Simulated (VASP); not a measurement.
Input:

```
CELL_PARAMETERS angstrom
      0.00000     2.16040     2.16040
      2.16040     0.00000     2.16040
      2.16040     2.16040     0.00000
ATOMIC_POSITIONS crystal
  Al 0.00000 0.00000 0.00000
  N  0.25000 0.25000 0.25000
```

All values below come from PBE GGA, VASP's PBE PAW potentials (set 64) (plane waves; VASP). Numerical set-up: PREC = Normal, 500 eV cut-off, 4×4×4 Γ-centred mesh, Gaussian smearing of 0.010 eV, potentials Al_GW N_GW_new.

**Question.** What does the run give for the energy per atom (σ→0), pressure, band gap (on the k-mesh) with the smallest direct gap where there is one?

**Answer.** 
The band gap (on the k-mesh) is 3.30 eV. The smallest direct gap (on the k-mesh) comes out as 4.47 eV and the energy per atom (σ→0) is -7.397 eV/atom. The pressure is 11.67 GPa.

The absolute energy has meaning only against runs of the same code, potentials and settings.

The compound is AlN in the zinc blende structure, a metastable form; wurtzite is the usual one. This cell is one point of a volume scan, at 0.96 of the reference volume. The k-mesh is coarse (spacing up to 0.63 per Å, 2π included), so the numbers may not be converged in it.
